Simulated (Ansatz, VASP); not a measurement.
K2Ir: VASP beside Ansatz

Contents of POSCAR:

```
K2Ir
1.0
   -2.0426261033      2.0426261033      5.0108171597
    2.0426261033     -2.0426261033      5.0108171597
    2.0426261033      2.0426261033     -5.0108171597
K Ir
2 1
Direct
    0.6650000000      0.6650000000      0.0000000000
    0.3350000000      0.3350000000      0.0000000000
    0.0000000000      0.0000000000      0.0000000000
```

INCAR.step1

```
SYSTEM = K2Ir
PREC = Accurate ; ENCUT = 520
ISMEAR = 0 ; SIGMA = 0.1
LREAL = .FALSE. ; LASPH = .TRUE.
NELM = 60 ; NBANDS = 20
GGA = PE ; ALGO = Normal
EDIFF = 1E-4 ; LWAVE = .TRUE.
LCHARG = .FALSE.
```

File INCAR.step2:

```
SYSTEM = K2Ir
PREC = Accurate ; ENCUT = 520
EDIFF = 1E-6 ; ISMEAR = 0
SIGMA = 0.1 ; LREAL = .FALSE.
LASPH = .TRUE. ; NELM = 60
ALGO = Normal ; ISIF = 2
LWAVE = .FALSE. ; LCHARG = .TRUE.
METAGGA = R2SCAN ; LMIXTAU = .TRUE.
LELF = .TRUE. ; LVHAR = .TRUE.
NBANDS = 20 ; ISTART = 1
```

KPOINTS

```
regular mesh
0
G
  6 6 6
  0 0 0
```

Input for Ansatz:

```yaml
crystal:
  lattice:
    - [-2.0426261033, 2.0426261033, 5.0108171597]
    - [2.0426261033, -2.0426261033, 5.0108171597]
    - [2.0426261033, 2.0426261033, -5.0108171597]
  atoms:
    - { symbol: K, position: [0.665, 0.665, 0.0] }
    - { symbol: K, position: [0.335, 0.335, 0.0] }
    - { symbol: Ir, position: [0.0, 0.0, 0.0] }
basis:
  ecutwfc: 500
kpoints:
  mp_grid: { grid: [6, 6, 6] }
hamiltonian:
  xc: r2scan
scf:
  occupations: { method: gaussian, width: 0.1 }
  lower_state_search: "off"
output:
  forces: true
  stress: true
  eigenvalues: true
```

Alike in both runs: task single point; functional r2SCAN; k mesh 6 × 6 × 6; occupations gaussian, width 0.1 eV; no spin polarisation.

|  | VASP | Ansatz |
| --- | --- | --- |
| version | VASP 6.6.1 | Ansatz 0.2.0 |
| potentials or method | VASP PAW PBE potentials, release 64 (K_sv, Ir) | scalar-relativistic, plane waves, PAW |
| plane-wave cutoff (eV) | 520 | 500 |
| valence electrons in the cell | 27 | 35 |

|  | VASP | Ansatz | Ansatz less VASP |
| --- | --- | --- | --- |
| gap on the k mesh at the Fermi level (eV) | none | none | - |
| pressure (GPa) | 0.1 | 0.0 | -0.10 |
| largest component of the traceless stress (GPa) | 0.12 | 0.10 | -0.015 |
| rms of the force components (eV/Å) | 0.172 | 0.173 | +0.0008 |

Atom by atom the forces differ by 0.001 eV/Å (rms over components). A gap of «none» marks a metal or a gap that the smearing closes. The two sets of potentials don't hold the same shells in valence.

Caveats: the k mesh is coarse (spacing up to 0.36 Å⁻¹), so the values aren't converged; the PAW data sets were made with another functional, which shifts forces and pressure a little (VASP). Spin-orbit coupling is left out, which matters for the levels of Ir.
